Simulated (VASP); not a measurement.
Here is the system:

```xyz
1
Lattice="0.0000 1.7816 1.7816 1.7816 0.0000 1.7816 1.7816 1.7816 0.0000" Properties=species:S:1:pos:R:3 pbc="T T T"
Cu     0.0000     0.0000     0.0000
```

The numbers are results of PBEsol GGA, VASP's PBE PAW potentials (set 64) (plane waves; VASP), not measurements. Numerical set-up: 480 eV cut-off, 16×16×16 Γ-centred mesh, first-order Methfessel-Paxton smearing of 0.10 eV, potentials Cu.

Energy and stress use the plane-wave basis of the starting cell.

**Question.** The ions, cell shape and volume at an external pressure of 5.0 GPa are relaxed. Which structure does the run end with?

**Answer.** 
```xyz
1
Lattice="0.0000 1.7671 1.7671 1.7671 0.0000 1.7671 1.7671 1.7671 0.0000" Properties=species:S:1:pos:R:3 pbc="T T T"
Cu     0.0000     0.0000     0.0000
```
Space group Fm-3m (225), at a tolerance of 0.03 Å.

**Question.** How do energy and volume change from the first to the last step?

**Answer.** The energy (σ→0) changes by +4.6 meV/atom and the volume by -2.4 %, in 3 ionic steps.

The compound is Cu in the fcc structure. This run relaxes it under an external pressure of 5 GPa. Symmetry was kept, so distortions that lower it aren't found.
